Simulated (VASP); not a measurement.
Here is the system:

```
CELL_PARAMETERS angstrom
      0.00000     2.71550     2.71550
      2.71550     0.00000     2.71550
      2.71550     2.71550     0.00000
ATOMIC_POSITIONS crystal
  Si 0.00000 0.00000 0.00000
  Si 0.25000 0.25000 0.25000
```

Computed with PBE GGA with D3 dispersion (zero damping), VASP's PBE PAW potentials (set 64) (plane waves; VASP). Settings: 520 eV cut-off, 8×8×8 Γ-centred mesh, Gaussian smearing of 0.050 eV, potentials Si.

Task: The ions, cell shape and volume are relaxed. Which structure does the run end with?

Result: 
```
CELL_PARAMETERS angstrom
      0.00000     2.72659     2.72659
      2.72659     0.00000     2.72659
      2.72659     2.72659     0.00000
ATOMIC_POSITIONS crystal
  Si 0.00000 0.00000 0.00000
  Si 0.25000 0.25000 0.25000
```
Space group Fd-3m (227), at a tolerance of 0.03 Å.

Task: How do energy and volume change from the first to the last step?

Result: The energy (σ→0) changes by -0.9 meV/atom and the volume by +1.2 %, in 3 ionic steps.

```json
[
 {"step": "1", "E(σ→0) (eV)": "-11.1364", "max force (eV/Å)": "0.000", "pressure (GPa)": "1.13", "volume (Å³)": "40.05"},
 {"step": "2", "E(σ→0) (eV)": "-11.1373", "max force (eV/Å)": "0.000", "pressure (GPa)": "-0.71", "volume (Å³)": "40.87"},
 {"step": "3", "E(σ→0) (eV)": "-11.1381", "max force (eV/Å)": "0.000", "pressure (GPa)": "0.01", "volume (Å³)": "40.54"}
]
```

The compound is Si in the diamond structure. This run relaxes it. Symmetry was kept, so distortions that lower it aren't found.
